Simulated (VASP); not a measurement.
Data:

```
CELL_PARAMETERS angstrom
      0.00000     2.81843     2.81843
      2.81843     0.00000     2.81843
      2.81843     2.81843     0.00000
ATOMIC_POSITIONS crystal
  Na 0.00000 0.00000 0.00000
  Cl 0.50000 0.50000 0.50000
```

Level of theory: PBE GGA with D4 dispersion, VASP's PBE PAW potentials (set 64) (plane waves; VASP 6.6.1). Settings: 520 eV cut-off, 9×9×9 Γ-centred mesh, tetrahedra with Blöchl corrections, potentials Na_pv Cl.

Predict the energy per atom (σ→0), band gap (on the k-mesh) with the smallest direct gap where there is one.

```
Property                                     Result
-----------------------------------  --------------
band gap (on the k-mesh)                    5.11 eV
smallest direct gap (on the k-mesh)         5.11 eV
energy per atom (σ→0)                -3.485 eV/atom
```

The compound is NaCl in the rock salt structure. It was relaxed first.
